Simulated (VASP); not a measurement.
Here is the system:

```xyz
3
Lattice="0.0000 3.6453 3.6453 3.6453 0.0000 3.6453 3.6453 3.6453 0.0000" Properties=species:S:1:pos:R:3 pbc="T T T"
Eu     0.0000     0.0000     0.0000
Ge     1.8227     1.8227     1.8227
Ge     5.4680     5.4680     5.4680
```

All values below come from PBE GGA, VASP's PBE PAW potentials (set 64) (plane waves; VASP). Settings: 400 eV cut-off, 6×6×6 Γ-centred mesh, first-order Methfessel-Paxton smearing of 0.10 eV, potentials Eu_2 Ge_d.

The 4f electrons are frozen in the core of the lanthanide potential, so 4f levels, which can set the real gap, and their magnetism are missing.

**Question.** Give the stress tensor in GPa (positive for a compressed cell).

**Answer.** 
```
-5.39   0.00   0.00
 0.00  -5.39   0.00
 0.00   0.00  -5.39
```
The pressure is its mean diagonal, -5.39 GPa.

The structure was generated: EuGe2 was put into the fluorite type (Fm-3m), which need not be its known phase. The cell was not relaxed at this level.
